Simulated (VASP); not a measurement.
Consider the following.

```
CsPbBr3
1.0
    6.12183     0.00000     0.00000
    0.00000     6.12183     0.00000
    0.00000     0.00000     6.12183
Cs Pb Br
1 1 3
Direct
  0.00000   0.00000   0.00000
  0.50000   0.50000   0.50000
  0.50000   0.00000   0.50000
  0.00000   0.50000   0.50000
  0.50000   0.50000   0.00000
```

These are revPBE GGA, VASP's PBE PAW potentials (set 64) (plane waves; VASP) values and carry that method's errors. Settings: 520 eV cut-off, 4×4×4 Γ-centred mesh, Gaussian smearing of 0.050 eV, potentials Cs_sv Pb_d Br.

Unless said otherwise, spin-orbit coupling is left out, though it shifts the bands of the heavy elements here.

Q: Predict the energy per atom (σ→0), band gap (on the k-mesh) with the smallest direct gap where there is one.

A: 
```json
{
  "band gap (on the k-mesh)": "2.04 eV",
  "smallest direct gap (on the k-mesh)": "2.04 eV",
  "energy per atom (σ→0)": "-2.987 eV/atom"
}
```

Only differences to runs with the same potentials and settings are physical.

The compound is CsPbBr3 in the cubic perovskite structure, the ideal cubic form; the compound distorts at low or room temperature. It was relaxed first, which changed the volume by +13 %.
